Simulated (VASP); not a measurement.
Output of a VASP run:

**OSZICAR**
```
       N       E                     dE             d eps       ncg     rms          rms(c)
DAV:   1     0.266190943301E+02    0.26619E+02   -0.41249E+03  5310   0.134E+03
DAV:   2    -0.437713328936E+01   -0.30996E+02   -0.29365E+02  5155   0.166E+02
DAV:   3    -0.463469304772E+01   -0.25756E+00   -0.25713E+00  6040   0.211E+01
DAV:   4    -0.463627449772E+01   -0.15814E-02   -0.15813E-02  6170   0.150E+00
DAV:   5    -0.463629099756E+01   -0.16500E-04   -0.16499E-04  6011   0.125E-01    0.768E+00
DAV:   6    -0.410209179584E+01    0.53420E+00   -0.16866E+01  5422   0.898E+01    0.389E+00
DAV:   7    -0.374016081588E+01    0.36193E+00   -0.26150E+00  5469   0.350E+01    0.580E-01
DAV:   8    -0.372939032304E+01    0.10770E-01   -0.46495E-03  5531   0.108E+00    0.291E-01
DAV:   9    -0.372789038518E+01    0.14999E-02   -0.10442E-02  5698   0.207E+00    0.285E-02
DAV:  10    -0.372789437016E+01   -0.39850E-05   -0.35178E-05  7567   0.112E-01    0.842E-03
DAV:  11    -0.372789317190E+01    0.11983E-05   -0.94043E-07  3802   0.190E-02    0.313E-04
DAV:  12    -0.372789322834E+01   -0.56440E-07   -0.40280E-08  2815   0.237E-03
   1 F= -.37278932E+01 E0= -.37243478E+01  d E =-.709092E-02
```

**OUTCAR**
```
------------------------ aborting loop because EDIFF is reached ----------------------------------------
  FORCE on cell =-STRESS in cart. coord.  units (eV):
  Direction    XX          YY          ZZ          XY          YZ          ZX
  --------------------------------------------------------------------------------------
  Total        0.0047221      0.0047221      0.0047221      0.0000000     -0.0000000      0.0000000
  in kB        0.6432589      0.6432589      0.6432589      0.0000000     -0.0000000      0.0000000
  external PRESSURE =       0.6432589 kB  Pullay stress =       0.0000000 kB
  volume of cell :       11.76
      direct lattice vectors                 reciprocal lattice vectors
     0.000000000  1.805000000  1.805000000    -0.277008310  0.277008310  0.277008310
     1.805000000  0.000000000  1.805000000     0.277008310 -0.277008310  0.277008310
     1.805000000  1.805000000  0.000000000     0.277008310  0.277008310 -0.277008310
 POSITION                                       TOTAL-FORCE (eV/Angst)
 -----------------------------------------------------------------------------------
      0.00000      0.00000      0.00000         0.000000     -0.000000     -0.000000
 -----------------------------------------------------------------------------------
    total drift:                               -0.000000     -0.000000      0.000000
  FREE ENERGIE OF THE ION-ELECTRON SYSTEM (eV)
  ---------------------------------------------------
  free  energy   TOTEN  =        -3.7278932283 eV

  energy  without entropy=       -3.7208023058  energy(sigma->0) =       -3.72434777
```
(Selected blocks of OUTCAR.)

### POSCAR
```
Cu
1
    0.0000000000     1.8050000000     1.8050000000
    1.8050000000     0.0000000000     1.8050000000
    1.8050000000     1.8050000000     0.0000000000
Cu
1
Direct
  0.0000000000   0.0000000000   0.0000000000
```

Task: Reconstruct the remaining input files.

Result: This is not unique; one that fits is the input of the run itself, PBE GGA, plane waves, VASP's PBE PAW potentials (set 64).

### INCAR
```
ALGO = Normal   # blocked Davidson
LCHARG = .FALSE.
SIGMA = 0.2   # width (eV)
EDIFF = 1E-6   # SCF stop (eV)
NELM = 100   # most electronic steps
LWAVE = .FALSE.
LASPH = .TRUE.
LMAXMIX = 4   # l cut-off of mixed one-centre charges
GGA = PE
LREAL = .FALSE.
SYSTEM = Cu
ISIF = 2
PREC = Accurate
ENCUT = 300   # plane-wave cut-off (eV)
ISMEAR = 0   # Gaussian
```

### KPOINTS
```
Automatic mesh
0
Gamma
21 21 21
0 0 0
```

POTCAR, in this order: Cu (PBE.64 set). Program: vasp_std.

At this cut-off the stress carries a Pulay error, which pulls relaxed volumes low.

The structure is a typed Cu crystal (Fm-3m). The cell was not relaxed at this level.
